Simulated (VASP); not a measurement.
Method: revTPSS meta-GGA, VASP's PBE PAW potentials (set 64) (plane waves; VASP).

The input files of a VASP run:

**POSCAR**
```
PbS
1
    0.0000000000     2.9534547449     2.9534547449
    2.9534547449     0.0000000000     2.9534547449
    2.9534547449     2.9534547449     0.0000000000
Pb S
1 1
Direct
  0.0000000000   0.0000000000   0.0000000000
  0.5000000000   0.5000000000   0.5000000000
```

File KPOINTS:
```
kpoints
0
gamma
8 8 8
```

**INCAR**
```
! general
SYSTEM  = PbS
PREC    = Accurate
ENCUT   = 520
LREAL   = F
LASPH   = T

! electronic loop
EDIFF   = 1E-7
NELM    = 100
ALGO    = Normal
LMAXMIX = 4
LMIXTAU = T

! smearing
ISMEAR  = 0
SIGMA   = 0.05

! functional
METAGGA = RTPSS

! ions
ISIF    = 2

! output
LWAVE   = F
LCHARG  = F
```

POTCAR, in this order: Pb_d S (PBE.64 set). Program: vasp_std.

Output of the run:

**OSZICAR**
```
       N       E                     dE             d eps       ncg     rms          rms(c)
DAV:   1     0.193201110358E+03    0.19320E+03   -0.99918E+03   812   0.154E+03
DAV:   2     0.421269814146E+02   -0.15107E+03   -0.14784E+03   866   0.358E+02
DAV:   3     0.306762536033E+02   -0.11451E+02   -0.11263E+02  1082   0.102E+02
DAV:   4     0.304386752583E+02   -0.23758E+00   -0.23745E+00   940   0.168E+01
DAV:   5     0.304315393833E+02   -0.71359E-02   -0.71357E-02  1120   0.284E+00    0.640E+00
DAV:   6     0.341165121338E+02    0.36850E+01   -0.73722E+00   818   0.371E+01    0.217E+00
DAV:   7     0.338701530334E+02   -0.24636E+00   -0.40224E-01  1004   0.936E+00    0.157E+00
DAV:   8     0.339257286931E+02    0.55576E-01   -0.56956E-01  1040   0.438E+00    0.104E+00
DAV:   9     0.340108101367E+02    0.85081E-01   -0.87724E+03   812   0.151E+05    0.763E-01
DAV:  10     0.339032249965E+02   -0.10759E+00   -0.69727E-01   812   0.123E+01    0.229E-01
DAV:  11     0.338792540266E+02   -0.23971E-01   -0.85069E-03   896   0.933E-01    0.130E-01
DAV:  12     0.338795014529E+02    0.24743E-03   -0.33145E-04  1010   0.181E-01    0.142E-01
DAV:  13     0.338794242366E+02   -0.77216E-04   -0.14475E-05   942   0.309E-02    0.140E-01
DAV:  14     0.339415957835E+02    0.62172E-01   -0.14511E+03   812   0.254E+04    0.187E-01
DAV:  15     0.338773665560E+02   -0.64229E-01   -0.63542E-01   812   0.107E+01    0.186E-01
DAV:  16     0.338776533076E+02    0.28675E-03   -0.53798E-04   986   0.319E-01    0.144E-01
DAV:  17     0.338776237472E+02   -0.29560E-04   -0.10612E-05   908   0.336E-02    0.134E-01
DAV:  18     0.338774488572E+02   -0.17489E-03   -0.70532E-05   824   0.788E-02    0.104E-01
DAV:  19     0.338774365067E+02   -0.12350E-04   -0.55344E-05  1040   0.835E-02    0.462E-02
DAV:  20     0.338774449285E+02    0.84218E-05   -0.57018E-06   836   0.242E-02    0.287E-02
DAV:  21     0.338774416280E+02   -0.33005E-05   -0.14928E-06  1024   0.231E-02    0.233E-02
DAV:  22     0.338774459011E+02    0.42731E-05   -0.26994E-06   960   0.118E-02    0.893E-03
DAV:  23     0.338774450993E+02   -0.80177E-06   -0.15105E-06   902   0.991E-03    0.672E-03
DAV:  24     0.338774473657E+02    0.22663E-05   -0.16210E-07   848   0.422E-03    0.600E-03
DAV:  25     0.338774476089E+02    0.24320E-06   -0.10178E-07   598   0.337E-03    0.531E-03
DAV:  26     0.338774482361E+02    0.62716E-06   -0.42447E-08   514   0.199E-03    0.507E-03
DAV:  27     0.338774480433E+02   -0.19275E-06   -0.12751E-07   598   0.328E-03    0.448E-03
DAV:  28     0.338774488923E+02    0.84901E-06   -0.79135E-07   824   0.892E-03    0.328E-03
DAV:  29     0.338774489113E+02    0.18940E-07   -0.39904E-07   902   0.608E-03
   1 F= 0.33877449E+02 E0= 0.33877449E+02  d E =-.350180E-06
```

**OUTCAR**
```
------------------------ aborting loop because EDIFF is reached ----------------------------------------
  FORCE on cell =-STRESS in cart. coord.  units (eV):
  Direction    XX          YY          ZZ          XY          YZ          ZX
  --------------------------------------------------------------------------------------
  Total        0.6017962      0.6017962      0.6017962      0.0000000      0.0000000     -0.0000000
  in kB       18.7128129     18.7128129     18.7128129      0.0000000      0.0000000     -0.0000000
  external PRESSURE =      18.7128129 kB  Pullay stress =       0.0000000 kB
  volume of cell :       51.53
      direct lattice vectors                 reciprocal lattice vectors
     0.000000000  2.953454745  2.953454745    -0.169293266  0.169293266  0.169293266
     2.953454745  0.000000000  2.953454745     0.169293266 -0.169293266  0.169293266
     2.953454745  2.953454745  0.000000000     0.169293266  0.169293266 -0.169293266
  FREE ENERGIE OF THE ION-ELECTRON SYSTEM (eV)
  ---------------------------------------------------
  free  energy   TOTEN  =        33.8774489113 eV

  energy  without entropy=       33.8774492614  energy(sigma->0) =       33.87744909
```
(Selected blocks of OUTCAR.)

The compound is PbS in the rock salt structure. This cell is one point of a volume scan, at 0.97 of the reference volume.
